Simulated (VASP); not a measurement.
Calculation: PBE GGA, VASP's PBE PAW potentials (set 64) (plane waves; VASP).

A VASP calculation is set up with these files.

### INCAR
```
! general
SYSTEM   =  CdTe
PREC     =  Accurate
ENCUT    =  250
LREAL    =  F
LASPH    =  T   ! aspherical one-centre terms

! electronic loop
EDIFF    =  1E-6   ! SCF stop (eV)
NELM     =  100
ALGO     =  Normal
LMAXMIX  =  4   ! l cut-off of mixed one-centre charges

! smearing
ISMEAR   =  0
SIGMA    =  0.05

! functional
GGA      =  PE

! ions
ISIF     =  2   ! forces and stress, cell fixed

! output
LWAVE    =  F
LCHARG   =  F
```

KPOINTS:
```
Automatic
0
G
6 6 6
0 0 0
```

File POSCAR:
```
CdTe
1
    0.0000000000     3.2400000000     3.2400000000
    3.2400000000     0.0000000000     3.2400000000
    3.2400000000     3.2400000000     0.0000000000
Cd Te
1 1
Direct
  0.0000000000   0.0000000000   0.0000000000
  0.2500000000   0.2500000000   0.2500000000
```

POTCAR, in this order: Cd Te (PBE.64 set). Program: vasp_std.

At this cut-off the stress carries a Pulay error, which pulls relaxed volumes low. Unless said otherwise, spin-orbit coupling is left out, though it shifts the bands of the heavy elements here.

### Question
Predict the energy per atom (σ→0), pressure, band gap (on the k-mesh).

### Answer

```json
{
  "energy per atom (σ→0)": "-2.374 eV/atom",
  "band gap (on the k-mesh)": "0.77 eV",
  "pressure": "-1.09 GPa"
}
```

OSZICAR:
```
...
DAV:   7    -0.474664064170E+01    0.13465E-01   -0.11960E-01   471   0.248E+00    0.168E+00
DAV:   8    -0.474735555320E+01   -0.71491E-03   -0.93997E-03   421   0.115E+00    0.576E-01
DAV:   9    -0.474776407879E+01   -0.40853E-03   -0.87797E-04   486   0.301E-01    0.120E-01
DAV:  10    -0.474780783100E+01   -0.43752E-04   -0.89325E-05   446   0.920E-02    0.566E-02
DAV:  11    -0.474785451390E+01   -0.46683E-04   -0.83073E-05   434   0.571E-02    0.351E-02
DAV:  12    -0.474785283104E+01    0.16829E-05   -0.38542E-06   496   0.144E-02    0.192E-02
DAV:  13    -0.474785265371E+01    0.17733E-06   -0.51108E-07   298   0.386E-03
   1 F= -.47478527E+01 E0= -.47478527E+01  d E =-.864420E-14
```

The compound is CdTe in the zinc blende structure. The cell was not relaxed at this level. The run is one of a series of settings (ENCUT = 250 against the base run), some of them coarse on purpose.
